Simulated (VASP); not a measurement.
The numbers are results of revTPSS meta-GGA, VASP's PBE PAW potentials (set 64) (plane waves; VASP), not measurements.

A VASP calculation is set up with these files.

KPOINTS:
```
Automatic mesh
0
Gamma
21 21 12
0 0 0
```

**POSCAR**
```
Be
1
    1.1314153431    -1.9596686902     0.0000000000
    1.1314153431     1.9596686902     0.0000000000
    0.0000000000     0.0000000000     3.5535229022
Be
2
Direct
  0.3333330000   0.6666670000   0.2500000000
  0.6666670000   0.3333330000   0.7500000000
```

**INCAR**
```
SYSTEM = Be
PREC = Accurate
ENCUT = 520
EDIFF = 1E-7
NELM = 100
ALGO = Normal
LREAL = .FALSE.
LASPH = .TRUE.
ISMEAR = -5
METAGGA = RTPSS
LMIXTAU = .TRUE.
LWAVE = .FALSE.
LCHARG = .FALSE.
LORBIT = 11
NEDOS = 601
ISIF = 2
```

### KPOINTS_OPT
```
k-points along high-symmetry lines
6
Line-mode
Reciprocal
  0.000000   0.000000   0.000000 ! GAMMA
  0.000000   0.500000   0.000000 ! M

  0.000000   0.500000   0.000000 ! M
 -0.333333   0.666667   0.000000 ! K

 -0.333333   0.666667   0.000000 ! K
  0.000000   0.000000   0.000000 ! GAMMA

  0.000000   0.000000   0.000000 ! GAMMA
  0.000000   0.000000   0.500000 ! A

  0.000000   0.000000   0.500000 ! A
  0.000000   0.500000   0.500000 ! L

  0.000000   0.500000   0.500000 ! L
 -0.333333   0.666667   0.500000 ! H

 -0.333333   0.666667   0.500000 ! H
  0.000000   0.000000   0.500000 ! A

  0.000000   0.500000   0.500000 ! L
  0.000000   0.500000   0.000000 ! M

 -0.333333   0.666667   0.500000 ! H
 -0.333333   0.666667   0.000000 ! K
```

POTCAR, in this order: Be (PBE.64 set). Program: vasp_std.

Output

**OSZICAR**
```
       N       E                     dE             d eps       ncg     rms          rms(c)
DAV:   1     0.509240149635E+02    0.50924E+02   -0.46332E+03  4764   0.183E+03
DAV:   2     0.264330509513E+02   -0.24491E+02   -0.24239E+02  7956   0.293E+02
DAV:   3     0.250250986271E+02   -0.14080E+01   -0.13884E+01  7992   0.692E+01
DAV:   4     0.249551441020E+02   -0.69955E-01   -0.68699E-01  7926   0.157E+01
DAV:   5     0.249514584759E+02   -0.36856E-02   -0.36402E-02  8058   0.308E+00    0.253E+00
DAV:   6    -0.825756647765E+01   -0.33209E+02   -0.10282E+02  8040   0.149E+03    0.125E+00
DAV:   7    -0.922170046365E+01   -0.96413E+00   -0.11048E+00  7866   0.249E+01    0.877E-01
DAV:   8    -0.823792580286E+01    0.98377E+00   -0.20189E+00  6900   0.605E+01    0.295E-01
DAV:   9    -0.917395077683E+01   -0.93602E+00   -0.15119E+00  7266   0.512E+01    0.998E-02
DAV:  10    -0.959162757998E+01   -0.41768E+00   -0.36889E+00  4182   0.332E+01    0.118E-01
DAV:  11    -0.959280397071E+01   -0.11764E-02   -0.19196E-03  7218   0.454E-01    0.111E-01
DAV:  12    -0.959280750741E+01   -0.35367E-05   -0.40263E-07  4290   0.821E-03    0.113E-01
DAV:  13    -0.959328731253E+01   -0.47981E-03   -0.87266E-04  4428   0.438E-01    0.499E-02
DAV:  14    -0.959376900425E+01   -0.48169E-03   -0.49717E-05  4848   0.946E-02    0.558E-02
DAV:  15    -0.959363771074E+01    0.13129E-03   -0.44749E-06  4716   0.328E-02    0.452E-02
DAV:  16    -0.959372098422E+01   -0.83273E-04   -0.53726E-05  4254   0.116E-01    0.525E-03
DAV:  17    -0.959371930883E+01    0.16754E-05   -0.28719E-06  4674   0.230E-02    0.394E-03
DAV:  18    -0.959372389769E+01   -0.45889E-05   -0.72283E-07  4446   0.111E-02    0.280E-03
DAV:  19    -0.959372313417E+01    0.76353E-06   -0.77313E-08  4620   0.396E-03    0.890E-04
DAV:  20    -0.959372367743E+01   -0.54326E-06   -0.19905E-08  2424   0.172E-03    0.546E-04
DAV:  21    -0.959372355296E+01    0.12447E-06   -0.12098E-09  2334   0.514E-04    0.320E-04
DAV:  22    -0.959372361881E+01   -0.65842E-07   -0.13578E-09  2268   0.522E-04
   1 F= -.95937236E+01 E0= -.95937236E+01  d E =0.000000E+00
       N       E                     dE             ncg
```

File OUTCAR:
```
------------------------ aborting loop because EDIFF is reached ----------------------------------------
  FORCE on cell =-STRESS in cart. coord.  units (eV):
  Direction    XX          YY          ZZ          XY          YZ          ZX
  --------------------------------------------------------------------------------------
  Total       -0.0682127     -0.0682127      0.1471616      0.0000000      0.0000000      0.0000000
  in kB       -6.9355675     -6.9355663     14.9627444      0.0000000      0.0000000      0.0000000
  external PRESSURE =       0.3638702 kB  Pullay stress =       0.0000000 kB
  volume of cell :       15.76
      direct lattice vectors                 reciprocal lattice vectors
     1.131415343 -1.959668690  0.000000000     0.441924359 -0.255145169  0.000000000
     1.131415343  1.959668690  0.000000000     0.441924359  0.255145169  0.000000000
     0.000000000  0.000000000  3.553522902     0.000000000  0.000000000  0.281410878
 POSITION                                       TOTAL-FORCE (eV/Angst)
 -----------------------------------------------------------------------------------
      1.13142      0.65322      0.88838         0.000000      0.000000      0.000000
      1.13142     -0.65322      2.66514        -0.000000     -0.000000      0.000000
 -----------------------------------------------------------------------------------
    total drift:                               -0.000000     -0.000003      0.000005
  FREE ENERGIE OF THE ION-ELECTRON SYSTEM (eV)
  ---------------------------------------------------
  free  energy   TOTEN  =        -9.5937236188 eV

  energy  without entropy=       -9.5937236188  energy(sigma->0) =       -9.59372362

 total charge

# of ion       s       p       d       tot
------------------------------------------
    1        0.412   0.785   0.000   1.197
    2        0.412   0.785   0.000   1.197
--------------------------------------------------
tot          0.823   1.570   0.000   2.393
```
(Selected blocks of OUTCAR.)

**OUTCAR**
```
 val. band max:        7.1423515255   @ k =   0.2857   0.2857   0.0000

 cond. band min:       7.0154161181   @ k =   0.3333   0.2857   0.2500


 Fermi energy:         7.0897773106

 k-point     1 :       0.0000    0.0000    0.0000
  band No.  band energies     occupation
      1      -4.4230      2.00000
      2       2.6399      2.00000
      3       8.1595      0.00000
      4      23.2835      0.00000
      5      23.2835      0.00000
      6      26.1254      0.00000

 k-point     2 :       0.0476    0.0000    0.0000
  band No.  band energies     occupation
      1      -4.3569      2.00000
      2       2.7258      2.00000
      3       8.1808      0.00000
      4      22.7005      0.00000
      5      22.8374      0.00000
      6      26.1407      0.00000

 k-point     3 :       0.0952    0.0000    0.0000
  band No.  band energies     occupation
      1      -4.1586      2.00000
      2       2.9830      2.00000
      3       8.2415      0.00000
      4      21.2367      0.00000
      5      21.8971      0.00000
      6      26.1272      0.00000

 k-point     4 :       0.1429    0.0000    0.0000
  band No.  band energies     occupation
      1      -3.8278      2.00000
      2       3.4112      2.00000
      3       8.3298      0.00000
      4      19.3578      0.00000
      5      20.8553      0.00000
      6      25.9948      0.00000

 k-point     5 :       0.1905    0.0000    0.0000
  band No.  band energies     occupation
      1      -3.3646      2.00000
      2       4.0091      2.00000
      3       8.4148      0.00000
      4      17.3961      0.00000
      5      19.8564      0.00000
      6      25.4850      0.00000

 k-point     6 :       0.2381    0.0000    0.0000
  band No.  band energies     occupation
      1      -2.7692      2.00000
      2       4.7750      2.00000
      3       8.4234      0.00000
      4      15.5873      0.00000
      5      18.9577      0.00000
      6      23.6809      0.00000
...
```

For a metal the tetrahedron method with Blöchl corrections gives inexact stress and forces.

The compound is Be in the hcp structure. It was relaxed first.
